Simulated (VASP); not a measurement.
```
V2S3
1.0
    1.71027     0.98743     7.93924
   -1.71027     0.98743     7.93924
    0.00000    -1.97485     7.93924
V S
2 3
Direct
  0.39900   0.39900   0.39900
  0.60100   0.60100   0.60100
  0.00000   0.00000   0.00000
  0.20800   0.20800   0.20800
  0.79200   0.79200   0.79200
```
Starting moments (μB, in the order of the record's atoms V V S S S): 2.0 2.0 0.0 0.0 0.0.

The numbers are results of PBE GGA, VASP's PBE PAW potentials (set 64) (plane waves; VASP), not measurements. Numerical set-up: 300 eV cut-off, 4×4×4 Γ-centred mesh, Fermi-Dirac smearing of 0.050 eV, potentials V_sv S.

At this cut-off the stress carries a Pulay error, which pulls relaxed volumes low. The moments were started parallel, and other spin orders were not tried in this run.

### Question
Estimate the cell moment, energy per atom (σ→0), pressure, largest force, band gap (on the k-mesh) with the smallest direct gap where there is one.

### Answer

The band gap (on the k-mesh) comes out as none (metal, semimetal or under 0.01 eV). The cell moment comes out as 3.56 μB and the energy per atom (σ→0) comes out as -6704 meV/atom. The pressure comes out as -2.92 GPa and the largest force is 2.327 eV/Å.

### Question
Give the moment on each site (PAW-sphere projection).

### Answer

| site | moment (μB) |
|---|---|
| V1 | 1.70 |
| V2 | 1.70 |
| S3 | -0.04 |
| S4 | -0.10 |
| S5 | -0.10 |

Only differences to runs with the same potentials and settings are physical.

The structure was generated: V2S3 was put into an ordered model structure, which need not be its known phase. The cell was not relaxed at this level. The k-mesh is coarse (spacing up to 0.53 per Å, 2π included), so the numbers may not be converged in it.
